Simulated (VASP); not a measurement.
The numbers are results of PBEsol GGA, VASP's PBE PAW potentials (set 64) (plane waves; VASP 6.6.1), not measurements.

VASP input:

### KPOINTS
```
k-points along high-symmetry lines
15
Line-mode
Reciprocal
  0.000000   0.000000   0.000000 ! GAMMA
  0.000000   0.500000   0.000000 ! X

  0.000000   0.500000   0.000000 ! X
  0.500000   0.500000   0.000000 ! M

  0.500000   0.500000   0.000000 ! M
  0.000000   0.000000   0.000000 ! GAMMA

  0.000000   0.000000   0.000000 ! GAMMA
  0.500000   0.500000   0.500000 ! R

  0.500000   0.500000   0.500000 ! R
  0.000000   0.500000   0.000000 ! X

  0.500000   0.500000   0.500000 ! R
  0.500000   0.500000   0.000000 ! M
```

### POSCAR
```
Ta
1.0
  2.7085440752   0.0000000000   0.0000000000
  0.0000000000   2.7085440752   0.0000000000
  0.0000000000   0.0000000000   2.7085440752
Ta
1
Cartesian
  0.0000000000   0.0000000000   0.0000000000
```

**INCAR**
```
SYSTEM = Ta
PREC = Accurate
ENCUT = 400
EDIFF = 1E-7
NELM = 100
ALGO = Normal
LREAL = .FALSE.
LASPH = .TRUE.
ISMEAR = 0
SIGMA = 0.05
GGA = PS
LMAXMIX = 6
LWAVE = .FALSE.
LCHARG = .FALSE.
LORBIT = 11
ICHARG = 11
```

POTCAR, in this order: Ta_pv (PBE.64 set). Program: vasp_std. Read from the step before: CHGCAR.

Output

**OSZICAR**
```
       N       E                     dE             d eps       ncg     rms          rms(c)
DAV:   1     0.393475952947E+02    0.39348E+02   -0.58391E+03  1636   0.938E+02
DAV:   2    -0.135582429883E+02   -0.52906E+02   -0.51437E+02  1928   0.221E+02
DAV:   3    -0.142389222415E+02   -0.68068E+00   -0.66972E+00  2023   0.257E+01
DAV:   4    -0.142443888300E+02   -0.54666E-02   -0.54613E-02  1894   0.177E+00
DAV:   5    -0.142444406727E+02   -0.51843E-04   -0.51838E-04  1917   0.144E-01
DAV:   6    -0.142444415490E+02   -0.87630E-06   -0.87625E-06  2038   0.132E-02
DAV:   7    -0.142444415652E+02   -0.16124E-07   -0.16289E-07  1830   0.129E-03
   1 F= -.14244442E+02 E0= -.14243969E+02  d E =-.944227E-03
```

### OUTCAR
```
 val. band max:        4.3211935800   @ k =   0.0000   0.3214   0.0000

 cond. band min:       4.3258020741   @ k =   0.2500   0.5000   0.2500



 k-point     1 :       0.0000    0.0000    0.0000
  band No.  band energies     occupation
      1     -28.6901      2.00000
      2     -28.6901      2.00000
      3     -28.6901      2.00000
      4      -2.8275      2.00000
      5       1.8512      2.00000
      6       1.8512      2.00000
      7      10.9585      0.00000
      8      10.9585      0.00000
      9      10.9585      0.00000

 k-point     2 :       0.0000    0.0357    0.0000
  band No.  band energies     occupation
      1     -28.7082      2.00000
      2     -28.6886      2.00000
      3     -28.6886      2.00000
      4      -2.7867      2.00000
      5       1.8623      2.00000
      6       1.8933      2.00000
      7      10.8793      0.00000
      8      10.8793      0.00000
      9      10.9636      0.00000

 k-point     3 :       0.0000    0.0714    0.0000
  band No.  band energies     occupation
      1     -28.7615      2.00000
      2     -28.6842      2.00000
      3     -28.6842      2.00000
      4      -2.6664      2.00000
      5       1.8951      2.00000
      6       2.0188      2.00000
      7      10.6555      0.00000
      8      10.6555      0.00000
      9      10.9788      0.00000

 k-point     4 :       0.0000    0.1071    0.0000
  band No.  band energies     occupation
      1     -28.8463      2.00000
      2     -28.6770      2.00000
      3     -28.6770      2.00000
      4      -2.4736      2.00000
      5       1.9486      2.00000
      6       2.2249      2.00000
      7      10.3214      0.00000
      8      10.3214      0.00000
      9      11.0033      0.00000

 k-point     5 :       0.0000    0.1429    0.0000
  band No.  band energies     occupation
      1     -28.9576      2.00000
      2     -28.6675      2.00000
      3     -28.6675      2.00000
      4      -2.2185      2.00000
...
```

The density is held fixed in this step, so its total energy and stress have no physical meaning. Unless said otherwise, spin-orbit coupling is left out, though it shifts the bands of the heavy elements here.

The structure was generated: Ta was put into the simple-cubic type (Pm-3m), which need not be its known phase. It was relaxed first.
